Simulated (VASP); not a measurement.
VASP input:

INCAR:
```
SYSTEM = BeSe
PREC = Accurate
ENCUT = 400
EDIFF = 1E-7
NELM = 100
ALGO = Normal
LREAL = .FALSE.
LASPH = .TRUE.
ISMEAR = -5
GGA = PE
LMAXMIX = 4
LWAVE = .FALSE.
LCHARG = .TRUE.
LORBIT = 11
NEDOS = 601
ISIF = 2
```

**POSCAR**
```
BeSe
1
    0.0000000000     2.5905058655     2.5905058655
    2.5905058655     0.0000000000     2.5905058655
    2.5905058655     2.5905058655     0.0000000000
Be Se
1 1
Direct
  0.0000000000   0.0000000000   0.0000000000
  0.2500000000   0.2500000000   0.2500000000
```

**KPOINTS**
```
Automatic mesh
0
Gamma
10 10 10
0 0 0
```

POTCAR, in this order: Be Se (PBE.64 set). Program: vasp_std.

Q: Write an equivalent input for Quantum ESPRESSO's pw.x.

A: One equivalent input (not run):
```
&CONTROL
  calculation = 'scf'
  pseudo_dir = './pseudo'
  outdir = './out'
  tprnfor = .true.
  tstress = .true.
/
&SYSTEM
  ibrav = 0
  nat = 2
  ntyp = 2
  ecutwfc = 88
  occupations = 'tetrahedra'
  input_dft = 'pbe'
/
&ELECTRONS
  conv_thr = 7.3e-09
  electron_maxstep = 100
/
ATOMIC_SPECIES
  Be 9.012 Be.upf
  Se 78.971 Se.upf
CELL_PARAMETERS angstrom
     0.0000000    2.5905059    2.5905059
     2.5905059    0.0000000    2.5905059
     2.5905059    2.5905059    0.0000000
ATOMIC_POSITIONS crystal
  Be   0.0000000  0.0000000  0.0000000
  Se   0.2500000  0.2500000  0.2500000
K_POINTS automatic
  10 10 10 0 0 0
```
What does not carry over: the potentials are each code's own (VASP's PAW set, PseudoDojo norm-conserving files in pw.x), so ENCUT and ecutwfc are chosen apart and not converted; conv_thr bounds pw.x's estimated SCF error, while EDIFF bounds the energy change between steps.

The compound is BeSe in the zinc blende structure. It was relaxed first.
